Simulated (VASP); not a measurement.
A convergence study with VASP on TiAl (L1_0): a few settings are varied, all else stays as given below, so the limit is that of these other settings.

```
CELL_PARAMETERS angstrom
      2.83000     0.00000     0.00000
      0.00000     2.83000     0.00000
      0.00000     0.00000     4.07000
ATOMIC_POSITIONS crystal
  Ti 0.00000 0.00000 0.00000
  Al 0.50000 0.50000 0.50000
```

Method: PBE GGA, VASP's PBE PAW potentials (set 64) (plane waves; VASP). The last row used: 550 eV cut-off, 20×20×14 Γ-centred mesh, second-order Methfessel-Paxton smearing of 0.40 eV, potentials Ti_sv Al.

```
setting                                   E (eV/atom)  pressure (GPa)  irreducible k-points
----------------------------------------  -----------  --------------  --------------------
ISMEAR = -1, SIGMA = 0.01, 7×7×5 mesh         -6.1919           -0.54                    30
ISMEAR = -1, SIGMA = 0.2, 7×7×5 mesh          -6.2007           -0.07                    30
ISMEAR = 0, SIGMA = 0.01, 7×7×5 mesh          -6.1916           -0.53                    30
ISMEAR = 0, SIGMA = 0.2, 7×7×5 mesh           -6.1946           -0.39                    30
ISMEAR = 1, SIGMA = 0.01, 7×7×5 mesh          -6.1916           -0.51                    30
ISMEAR = 1, SIGMA = 0.2, 7×7×5 mesh           -6.1933           -0.45                    30
ISMEAR = 2, SIGMA = 0.01, 7×7×5 mesh          -6.1916           -0.52                    30
ISMEAR = 2, SIGMA = 0.2, 7×7×5 mesh           -6.1930           -0.46                    30
ISMEAR = -1, SIGMA = 0.05, 14×14×10 mesh      -6.1953           -0.48                   216
ISMEAR = -1, SIGMA = 0.2, 14×14×10 mesh       -6.1971           -0.02                   216
ISMEAR = 0, SIGMA = 0.05, 14×14×10 mesh       -6.1956           -0.52                   216
ISMEAR = 0, SIGMA = 0.2, 14×14×10 mesh        -6.1951           -0.43                   216
ISMEAR = 1, SIGMA = 0.05, 14×14×10 mesh       -6.1956           -0.53                   216
ISMEAR = 1, SIGMA = 0.2, 14×14×10 mesh        -6.1952           -0.50                   216
ISMEAR = 2, SIGMA = 0.05, 14×14×10 mesh       -6.1956           -0.53                   216
ISMEAR = 2, SIGMA = 0.2, 14×14×10 mesh        -6.1953           -0.51                   216
ISMEAR = -1, SIGMA = 0.05, 20×20×14 mesh      -6.1958           -0.48                   528
ISMEAR = -1, SIGMA = 0.4, 20×20×14 mesh       -6.1990            1.58                   528
ISMEAR = 0, SIGMA = 0.05, 20×20×14 mesh       -6.1957           -0.50                   528
ISMEAR = 0, SIGMA = 0.4, 20×20×14 mesh        -6.1962           -0.21                   528
ISMEAR = 1, SIGMA = 0.05, 20×20×14 mesh       -6.1956           -0.51                   528
ISMEAR = 1, SIGMA = 0.4, 20×20×14 mesh        -6.1950           -0.51                   528
ISMEAR = 2, SIGMA = 0.05, 20×20×14 mesh       -6.1956           -0.51                   528
ISMEAR = 2, SIGMA = 0.4, 20×20×14 mesh        -6.1953           -0.51                   528
```

VASP warned of too few bands at ISMEAR = -1, SIGMA = 0.4, 20×20×14 mesh.

Left out are rungs that failed or repeat a setting and relaxations that didn't move; long series are thinned to 24 rows.

The compound is TiAl in the L1_0 structure. The cell was not relaxed at this level. The electron count is odd and the run is not spin-polarised, which forces a metal.
